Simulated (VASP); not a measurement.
# Lattice of MgB2 across functionals and dispersion corrections

How close do the usual functionals, with and without dispersion, come to the cell of MgB2? The levels: LDA, PBEsol, PBE, r2SCAN, PBE + D3(BJ), r2SCAN + rVV10, PBE + D4 and vdW-DF-cx. LASPH is on for some levels and off for others; the table marks which. The start is a cell from a database of measured crystal structures.

Main program and level: VASP 6.6.1; LDA; plane waves and PAW (Mg, B), in the first sound run; inputs show where later runs differ.

**What experiment says.**

“Optical measurements of the superconducting gap in MgB2” (2001, arxiv:cond-mat/0103164) reports for MgB2, hexagonal AlB2-type, by X-ray diffraction (sintered polycrystalline pellet): lattice constant a (a of hexagonal cell) 3.086 Å [sintered polycrystal; measurement temperature not stated]; lattice constant c (c of hexagonal cell) 3.524 Å [sintered polycrystal; measurement temperature not stated].

## Step 1: The starting structure

Before any relaxation, the start is as follows. Symmetry: P6/mmm, No. 191, hexagonal system. The conventional cell has a = 3.085 Å, b = 3.085 Å, c = 3.523 Å, α = 90.00°, β = 90.00°, γ = 120.00°. Nearest to Mg lie 12 B at 2.51 Å. Nearest to B lie 3 B at 1.78 Å and 6 Mg at 2.51 Å. Farther neighbours are not listed.

## Step 2: Relaxation with LDA

Properties are meant for the cell that this level of theory prefers, so cell and atoms are relaxed first (ISIF = 3) until forces and stress are small; EDIFFG sets the threshold. LDA, the lowest rung, knows the local density alone.

INCAR reads:

```
SYSTEM = MgB2
PREC = Accurate
ENCUT = 520
EDIFF = 1E-06
NELM = 100
ISMEAR = -1
SIGMA = 0.05
LREAL = .FALSE.
ALGO = Normal
GGA = CA
NBANDS = 10
LORBIT = 11
LWAVE = .FALSE.
LCHARG = .FALSE.
KPAR = 4
IBRION = 2
NSW = 60
ISIF = 3
EDIFFG = -0.01
```

POSCAR reads:

```
MgB2
1.0
    3.0850000000      0.0000000000      0.0000000000
   -1.5425000000      2.6716883707      0.0000000000
    0.0000000000      0.0000000000      3.5230000000
Mg B
1 2
Direct
    0.0000000000      0.0000000000      0.0000000000
    0.3333333333      0.6666666667      0.5000000000
    0.6666666667      0.3333333333      0.5000000000
```

KPOINTS reads:

```
Automatic mesh
0
Gamma
7 7 6
0 0 0
```

PAW data sets: Mg and B (PBE family, release 64).

On the command line:

```sh
> mpirun -np 4 vasp_std
```

The program printed:

```text
[banner, memory and clock lines left out]
running    4 mpi-ranks, on    1 nodes
 distrk:  each k-point on    1 cores,    4 groups
 distr:  one band on    1 cores,    1 groups

 POSCAR found type information on POSCAR MgB
 POSCAR found :  2 types and       3 ions
|                                                                             |
|               ----> ADVICE to this user running VASP <----                  |
|                                                                             |
|     You enforced a specific xc type in the INCAR file but a different       |
|     [... a line on the potential file left out ...]
|     I HOPE YOU KNOW WHAT YOU ARE DOING!                                     |
|                                                                             |

 LDA part: xc-table for (Slater(with rela. corr.)+CA(PZ))
 , standard interpolation
 POSCAR, INCAR and KPOINTS ok, starting setup
 FFT: planning ... GRIDC
 FFT: planning ... GRID_SOFT
 FFT: planning ... GRID
 WAVECAR not read
 entering main loop
       N       E                     dE             d eps       ncg     rms          rms(c)
DAV:   1     0.638278989621E+00    0.63828E+00   -0.38265E+03   712   0.668E+02
DAV:   2    -0.181925323923E+02   -0.18831E+02   -0.17435E+02   872   0.104E+02
DAV:   3    -0.186321372291E+02   -0.43960E+00   -0.43274E+00   818   0.136E+01
DAV:   4    -0.186332463440E+02   -0.11091E-02   -0.11090E-02   848   0.723E-01
DAV:   5    -0.186332497007E+02   -0.33567E-05   -0.33559E-05   810   0.363E-02    0.517E+00
DAV:   6    -0.171644261707E+02    0.14688E+01   -0.21227E+00   696   0.698E+00    0.232E+00
DAV:   7    -0.169371451766E+02    0.22728E+00   -0.91532E-01   732   0.456E+00    0.728E-01
DAV:   8    -0.169368828790E+02    0.26230E-03   -0.79984E-02   720   0.164E+00    0.337E-01
DAV:   9    -0.169305156483E+02    0.63672E-02   -0.15462E-02   720   0.589E-01    0.563E-02
DAV:  10    -0.169304654705E+02    0.50178E-04   -0.98890E-04   802   0.182E-01    0.230E-02
DAV:  11    -0.169304483643E+02    0.17106E-04   -0.78580E-05   746   0.507E-02    0.232E-03
DAV:  12    -0.169304482602E+02    0.10413E-06   -0.17028E-06   702   0.816E-03
   1 F= -.16930448E+02 E0= -.16926747E+02  d E =-.169304E+02
 curvature:   0.00 expect dE= 0.000E+00 dE for cont linesearch  0.000E+00
 trial: gam= 0.00000 g(F)=  0.107E-49 g(S)=  0.832E-01 ort = 0.000E+00 (trialstep = 0.100E+01)
 search vector abs. value=  0.832E-01
 bond charge predicted
       N       E                     dE             d eps       ncg     rms          rms(c)
DAV:   1    -0.169635058362E+02   -0.33057E-01   -0.58351E-01   688   0.772E+00    0.496E-01
DAV:   2    -0.169572583255E+02    0.62475E-02   -0.96003E-03   692   0.601E-01    0.253E-01
DAV:   3    -0.169556683809E+02    0.15899E-02   -0.34433E-03   710   0.332E-01    0.576E-02
DAV:   4    -0.169555546837E+02    0.11370E-03   -0.20566E-04   710   0.828E-02    0.888E-03
DAV:   5    -0.169555521734E+02    0.25103E-05   -0.65370E-06   732   0.164E-02    0.348E-03
DAV:   6    -0.169555518911E+02    0.28236E-06   -0.49608E-07   382   0.454E-03
   2 F= -.16955552E+02 E0= -.16952605E+02  d E =-.251036E-01
[...]
3 F= -.16960749E+02 E0= -.16957547E+02  d E =-.303011E-01
[...]
4 F= -.16961260E+02 E0= -.16957943E+02  d E =-.510929E-03
 trial-energy change:   -0.000511  1 .order   -0.000520   -0.000800   -0.000240
 step:   1.4179(harm=  1.3479)  dis= 0.00000  next Energy=   -16.961320 (dE=-0.570E-03)
 bond charge predicted
       N       E                     dE             d eps       ncg     rms          rms(c)
DAV:   1    -0.169613829757E+02   -0.12211E-03   -0.28638E-03   732   0.353E-01    0.336E-02
DAV:   2    -0.169613166348E+02    0.66341E-04   -0.14403E-04   760   0.687E-02    0.124E-02
DAV:   3    -0.169613073261E+02    0.93087E-05   -0.34910E-05   720   0.295E-02    0.223E-03
DAV:   4    -0.169613071848E+02    0.14129E-06   -0.99210E-07   458   0.690E-03
   5 F= -.16961307E+02 E0= -.16957947E+02  d E =-.557847E-03
 curvature:  -0.66 expect dE=-0.114E-05 dE for cont linesearch -0.113E-05
 trial: gam= 0.00000 g(F)=  0.168E-49 g(S)=  0.172E-05 ort =-0.383E-04 (trialstep = 0.104E+01)
 search vector abs. value=  0.172E-05
 reached required accuracy - stopping structural energy minimisation
```

The job ended after 4.4 s (4 MPI ranks of AMD EPYC 9R45, shared host; peak memory 0.47 GiB).

Lines that name or quote the potential files are left out of all logs, and their timing lines are given in words.

From OUTCAR (step 2):

```text
ion  position               nearest neighbor table
   1  0.000  0.000  0.000-   2 2.51   3 2.51   2 2.51   3 2.51   3 2.51   3 2.51   2 2.51   2 2.51
                             3 2.51   3 2.51   2 2.51   2 2.51
   2  0.333  0.667  0.500-   3 1.78   3 1.78   3 1.78   1 2.51   1 2.51   1 2.51   1 2.51   1 2.51
                             1 2.51
   3  0.667  0.333  0.500-   2 1.78   2 1.78   2 1.78   1 2.51   1 2.51   1 2.51   1 2.51   1 2.51
                             1 2.51

  LATTYP: Found a hexagonal cell.
 ALAT       =     3.0850000000
 C/A-ratio  =     1.1419773096

 Subroutine GETGRP returns: Found 24 space group operations
 (whereof 24 operations were pure point group operations)

The static configuration has the point symmetry D_6h.

 Found     32 irreducible k-points:

   k-points           NKPTS =     32   k-points in BZ     NKDIM =     32   number of bands    NBANDS=     10

   dimension x,y,z NGX =    24 NGY =   24 NGZ =   28
   dimension x,y,z NGXF=    48 NGYF=   48 NGZF=   56

   ENCUT  =  520.0 eV  38.22 Ry    6.18 a.u.   5.74  5.74  6.55*2*pi/ulx,y,z

   NELECT =       8.0000    total number of electrons

 k-points in reciprocal lattice and weights: Automatic mesh
   0.00000000  0.00000000  0.00000000       0.003
   0.14285714 -0.00000000  0.00000000       0.020
   0.28571429  0.00000000  0.00000000       0.020
   0.42857143  0.00000000  0.00000000       0.020
   0.14285714  0.14285714  0.00000000       0.020
   0.28571429  0.14285714  0.00000000       0.041
   0.42857143  0.14285714  0.00000000       0.020
   0.28571429  0.28571429  0.00000000       0.020
   0.00000000  0.00000000  0.16666667       0.007
[...]
0.42857143  0.14285714  0.50000000       0.020
   0.28571429  0.28571429  0.50000000       0.020

 average (electrostatic) potential at core
       1 -34.7539       2 -25.7710       3 -25.7710

 E-fermi :   5.2185

 k-point     1 :       0.0000    0.0000    0.0000
  band No.  band energies     occupation
      1      -7.2068      2.00000
      2       2.3550      2.00000
      3       5.7382      0.00006
      4       5.7382      0.00006
      5       7.1688      0.00000
      6      11.8399      0.00000
      7      11.8399      0.00000
    ...

 k-point     2 :       0.1429   -0.0000    0.0000
  band No.  band energies     occupation
      1      -6.8448      2.00000
      2       2.7075      2.00000
      3       4.1557      2.00000
      4       4.9982      1.97590
      5       7.4845      0.00000
      6      11.5894      0.00000
      7      13.3121      0.00000
      8      14.3851      0.00000
      9      14.6865      0.00000
    ...

 k-point     3 :       0.2857    0.0000    0.0000
  band No.  band energies     occupation
      1      -5.7718      2.00000
      2       1.2245      2.00000
      3       3.7344      2.00000
      4       3.8725      2.00000
      5       8.3857      0.00000
      6      10.8738      0.00000
      7      11.6714      0.00000
      8      14.7349      0.00000
      9      16.5045      0.00000
    ...

  Total       -0.0018533     -0.0018533      0.0100149      0.0000000     -0.0000000      0.0000000
  in kB       -0.1072177     -0.1072177      0.5793927      0.0000000     -0.0000000      0.0000000
  external PRESSURE =       0.1216524 kB  Pullay stress =       0.0000000 kB

  energy-cutoff  :      520.00
  volume of cell :       27.69
      direct lattice vectors                 reciprocal lattice vectors
     3.037205984 -0.000000000  0.000000000     0.329249977  0.190092563 -0.000000000
    -1.518602992  2.630297538  0.000000000     0.000000000  0.380185126  0.000000000
     0.000000000 -0.000000000  3.466615355     0.000000000  0.000000000  0.288465808

 POSITION                                       TOTAL-FORCE (eV/Angst)
 -----------------------------------------------------------------------------------
     -0.00000      0.00000      0.00000        -0.000000      0.000000      0.000000
     -0.00000      1.75353      1.73331        -0.000000     -0.000000      0.000000
      1.51860      0.87677      1.73331         0.000000      0.000000     -0.000000
 -----------------------------------------------------------------------------------
    total drift:                                0.000000     -0.000000      0.000000

  FREE ENERGIE OF THE ION-ELECTRON SYSTEM (eV)
  ---------------------------------------------------
  free  energy   TOTEN  =       -16.9613071848 eV

  energy  without entropy=      -16.9545869072  energy(sigma->0) =      -16.95794705

 reached required accuracy - stopping structural energy minimisation

 total charge
# of ion       s       p       d       tot
------------------------------------------
    1        0.166   0.194   0.065   0.425
    2        0.686   1.271   0.000   1.957
    3        0.686   1.271   0.000   1.957
--------------------------------------------------
tot          1.537   2.737   0.065   4.339

[... 3 further parts left out ...]
```

The k-mesh is coarse for a metal. The PAW data sets were made with PBE, though LDA sets exist; this is a small mismatch. The run keeps the 24 symmetry operations of its start, so it cannot find a distortion of lower symmetry.

The steps of the relaxation:

```tsv
step	energy less that of the first step (eV)	largest force (eV/Å)	pressure (GPa)	volume (Å³)
1	0.0000	0.0000	-7.13	29.04
2	-0.0251	0.0000	3.06	27.26
3	-0.0303	0.0000	-0.13	27.76
4	-0.0308	0.0000	-0.04	27.72
5	-0.0309	0.0000	0.01	27.69
```

```tsv
conventional cell, symmetrised	before	after	change
a (Å)	3.085	3.037	-1.5 %
b (Å)	3.085	3.037	-1.5 %
c (Å)	3.523	3.467	-1.6 %
volume (Å³/atom)	9.68	9.23	-4.6 %
```

The relaxed structure:

```
Mg B
1.0
     3.03721    0.00000    0.00000
    -1.51860    2.63030    0.00000
     0.00000    0.00000    3.46662
Mg B
1 2
Direct
  0.00000 0.00000 0.00000
  0.33333 0.66667 0.50000
  0.66667 0.33333 0.50000
```

Numbers from this step:

- electrons: 8
- bands: 10
- irreducible k-points: 32
- symmetry operations: 24
- free energy (TOTEN): -16.96 eV
- energy at zero smearing: -16.96 eV
- Fermi energy: 5.218 eV
- pressure: 0.01217 GPa
- metallic: yes
- SCF cycles over all ionic steps: 31

It ends with forces that vanish by symmetry and a pressure of 0.01 GPa. The volume lies -4.6 % from that of the database's start, which holds the thermal and zero-point expansion of its experiment. LDA is known to overbind. The conventional cell has a = 3.037 and c = 3.467 Å.

## Step 3: Relaxation with PBEsol

This step: PBEsol; plane waves and PAW (Mg, B) (VASP 6.6.1).

PBEsol restores the gradient expansion of exchange and is tuned for the cells of solids.

Changes to INCAR since step 2:

```diff
@@ -9,3 +9,3 @@
 ALGO = Normal
-GGA = CA
+GGA = PS
 NBANDS = 10
```

POSCAR is that of step 2.

KPOINTS is that of step 2.

On the command line:

```sh
> mpirun -np 4 vasp_std
```

The program printed:

```text
[banner, memory and clock lines left out]
running    4 mpi-ranks, on    1 nodes
 distrk:  each k-point on    1 cores,    4 groups
 distr:  one band on    1 cores,    1 groups

 POSCAR found type information on POSCAR MgB
 POSCAR found :  2 types and       3 ions
 [... a notice as in an earlier step ...]

 LDA part: xc-table for (Slater+PW92), standard interpolation
 POSCAR, INCAR and KPOINTS ok, starting setup
 FFT: planning ... GRIDC
 FFT: planning ... GRID_SOFT
 FFT: planning ... GRID
 WAVECAR not read
 entering main loop
       N       E                     dE             d eps       ncg     rms          rms(c)
DAV:   1     0.133026685969E+01    0.13303E+01   -0.38330E+03   712   0.669E+02
DAV:   2    -0.173739832052E+02   -0.18704E+02   -0.17321E+02   872   0.104E+02
DAV:   3    -0.178009617925E+02   -0.42698E+00   -0.41961E+00   828   0.134E+01
DAV:   4    -0.178020856955E+02   -0.11239E-02   -0.11238E-02   832   0.730E-01
DAV:   5    -0.178020894431E+02   -0.37476E-05   -0.37472E-05   792   0.397E-02    0.516E+00
DAV:   6    -0.164471470327E+02    0.13549E+01   -0.18585E+00   698   0.654E+00    0.239E+00
DAV:   7    -0.162300816662E+02    0.21707E+00   -0.85548E-01   728   0.440E+00    0.745E-01
DAV:   8    -0.162295800949E+02    0.50157E-03   -0.77349E-02   718   0.161E+00    0.322E-01
DAV:   9    -0.162235221309E+02    0.60580E-02   -0.14902E-02   728   0.585E-01    0.568E-02
DAV:  10    -0.162234949136E+02    0.27217E-04   -0.10560E-03   788   0.186E-01    0.272E-02
DAV:  11    -0.162234653053E+02    0.29608E-04   -0.11808E-04   722   0.604E-02    0.223E-03
DAV:  12    -0.162234653558E+02   -0.50431E-07   -0.14726E-06   694   0.893E-03
   1 F= -.16223465E+02 E0= -.16220054E+02  d E =-.162235E+02
 curvature:   0.00 expect dE= 0.000E+00 dE for cont linesearch  0.000E+00
 trial: gam= 0.00000 g(F)=  0.829E-49 g(S)=  0.180E-01 ort = 0.000E+00 (trialstep = 0.100E+01)
 search vector abs. value=  0.180E-01
 bond charge predicted
       N       E                     dE             d eps       ncg     rms          rms(c)
DAV:   1    -0.162299709787E+02   -0.65057E-02   -0.11965E-01   704   0.342E+00    0.216E-01
DAV:   2    -0.162290423038E+02    0.92867E-03   -0.14310E-03   694   0.245E-01    0.115E-01
DAV:   3    -0.162287645601E+02    0.27774E-03   -0.56001E-04   714   0.137E-01    0.232E-02
DAV:   4    -0.162287516338E+02    0.12926E-04   -0.30566E-05   706   0.317E-02    0.309E-03
DAV:   5    -0.162287518178E+02   -0.18397E-06   -0.51294E-07   470   0.518E-03
   2 F= -.16228752E+02 E0= -.16225745E+02  d E =-.528646E-02
[...]
3 F= -.16229894E+02 E0= -.16226751E+02  d E =-.642907E-02
[...]
4 F= -.16229892E+02 E0= -.16226742E+02  d E =-.642668E-02
 curvature:  -0.35 expect dE=-0.130E-04 dE for cont linesearch -0.210E-05
 ZBRENT: accuracy reached
 trial: gam=-0.01615 g(F)=  0.129E-50 g(S)=  0.367E-04 ort = 0.327E-03 (trialstep = 0.939E+00)
 search vector abs. value=  0.308E-04
 bond charge predicted
       N       E                     dE             d eps       ncg     rms          rms(c)
DAV:   1    -0.162299230048E+02   -0.30683E-04   -0.40623E-04   726   0.131E-01    0.128E-02
DAV:   2    -0.162299133718E+02    0.96330E-05   -0.20742E-05   750   0.260E-02    0.495E-03
DAV:   3    -0.162299118847E+02    0.14871E-05   -0.57361E-06   714   0.118E-02    0.801E-04
DAV:   4    -0.162299118756E+02    0.91326E-08   -0.13066E-07   332   0.257E-03
   5 F= -.16229912E+02 E0= -.16226741E+02  d E =-.198409E-04
 trial-energy change:   -0.000020  1 .order   -0.000020   -0.000030   -0.000010
 step:   1.4370(harm=  1.4370)  dis= 0.00000  next Energy=   -16.229915 (dE=-0.226E-04)
 reached required accuracy - stopping structural energy minimisation
```

The job ended after 5 s (4 MPI ranks; peak memory 0.52 GiB; 18 s of CPU time).

OUTCAR, selected parts (step 3):

```text
The static configuration has the point symmetry D_6h.

 Found     32 irreducible k-points:

   NELECT =       8.0000    total number of electrons

 E-fermi :   5.1975

 k-point     1 :       0.0000    0.0000    0.0000
  band No.  band energies     occupation
      1      -7.1943      2.00000
      2       2.3203      2.00000
      3       5.7323      0.00005
      4       5.7323      0.00005
      5       6.9713      0.00000
      6      11.7276      0.00000
      7      11.7276      0.00000
    ...

 k-point     2 :       0.1429   -0.0000    0.0000
  band No.  band energies     occupation
      1      -6.8358      2.00000
      2       2.6701      2.00000
      3       4.1305      2.00000
      4       4.9980      1.96366
      5       7.2944      0.00000
      6      11.4103      0.00000
      7      13.1865      0.00000
      8      14.2343      0.00000
      9      14.4010      0.00000
    ...

  Total       -0.0103514     -0.0103514     -0.0203160     -0.0000000      0.0000000      0.0000000
  in kB       -0.5827135     -0.5827135     -1.1436478     -0.0000000      0.0000000      0.0000000
  external PRESSURE =      -0.7696916 kB  Pullay stress =       0.0000000 kB

  energy-cutoff  :      520.00
  volume of cell :       28.46
      direct lattice vectors                 reciprocal lattice vectors
     3.061069670  0.000000000  0.000000000     0.326683188  0.188610627 -0.000000000
    -1.530534835  2.650964097 -0.000000000    -0.000000000  0.377221254  0.000000000
     0.000000000 -0.000000000  3.507353341    -0.000000000  0.000000000  0.285115271

 POSITION                                       TOTAL-FORCE (eV/Angst)
 -----------------------------------------------------------------------------------
      0.00000     -0.00000      3.50735         0.000000      0.000000      0.000000
     -0.00000      1.76731      1.75368        -0.000000      0.000000      0.000000
      1.53053      0.88365      1.75368         0.000000     -0.000000     -0.000000
 -----------------------------------------------------------------------------------
    total drift:                                0.000000     -0.000000     -0.000000

  FREE ENERGIE OF THE ION-ELECTRON SYSTEM (eV)
  ---------------------------------------------------
  free  energy   TOTEN  =       -16.2299118756 eV

  energy  without entropy=      -16.2235711052  energy(sigma->0) =      -16.22674149

 total charge
# of ion       s       p       d       tot
------------------------------------------
    1        0.160   0.184   0.059   0.403
    2        0.689   1.241   0.000   1.930
    3        0.689   1.241   0.000   1.930
--------------------------------------------------
tot          1.538   2.666   0.059   4.264

[... 8 parts as in an earlier step ...]

[... 5 further parts left out ...]
```

CONTCAR:

```
MgB2
   1.00000000000000
     3.0610696701953151    0.0000000000000000    0.0000000000000000
    -1.5305348350976575    2.6509640971676212   -0.0000000000000000
     0.0000000000000000   -0.0000000000000000    3.5073533408060502
  Mg              B
     1     2
Direct
     0.0000000000000000    0.0000000000000000    1.0000000000000000
     0.3333333332999970    0.6666666667000030    0.5000000000000000
     0.6666666667000030    0.3333333332999970    0.5000000000000000
```

The PAW data sets were made with PBE, which is usual practice but a small mismatch for other functionals.

The steps of the relaxation:

```tsv
step	energy less that of the first step (eV)	largest force (eV/Å)	pressure (GPa)	volume (Å³)
1	0.0000	0.0000	-3.23	29.04
2	-0.0053	0.0000	1.37	28.22
3	-0.0064	0.0000	-0.04	28.46
4	-0.0064	0.0000	-0.10	28.47
5	-0.0064	0.0000	-0.08	28.46
```

```tsv
conventional cell, symmetrised	before	after	change
a (Å)	3.085	3.061	-0.8 %
b (Å)	3.085	3.061	-0.8 %
c (Å)	3.523	3.507	-0.4 %
volume (Å³/atom)	9.68	9.49	-2.0 %
```

The relaxed structure:

```cif
data_structure
_symmetry_space_group_name_H-M 'P 1'
_symmetry_Int_Tables_number 1
_cell_length_a 3.0611
_cell_length_b 3.0611
_cell_length_c 3.5074
_cell_angle_alpha 90.000
_cell_angle_beta 90.000
_cell_angle_gamma 120.000
_cell_volume 28.46
loop_
_atom_site_label
_atom_site_type_symbol
_atom_site_fract_x
_atom_site_fract_y
_atom_site_fract_z
_atom_site_occupancy
Mg1 Mg 0.00000 0.00000 0.00000 1
B2 B 0.33333 0.66667 0.50000 1
B3 B 0.66667 0.33333 0.50000 1
```

Numbers from this step:

| Property | Result |
| --- | --- |
| free energy (TOTEN) | -16.23 eV |
| energy at zero smearing | -16.23 eV |
| Fermi energy | 5.197 eV |
| pressure | -0.07697 GPa |
| SCF cycles over all ionic steps | 28 |

It ends at 9.487 Å³/atom, -2.0 % from the start, with -0.08 GPa left. The conventional cell has a = 3.061 and c = 3.507 Å.

(Part 1 of 3 ends here.)

[Lines on the potential files, build, host, timing and source positions are cut from VASP's logs without a mark.]

[Logs are printed without paths, hosts, clocks, repeated set-up lines and the standing remarks that a program may print on its own settings, such as how far it seeks lower states.]

[Hosts, paths, dates, database ids (printed as entryN), source tags and the programs' standing remarks are cut or masked in the printed files.]

[A measured line is paired with the nearest computed mode of its activity, which favours agreement.]
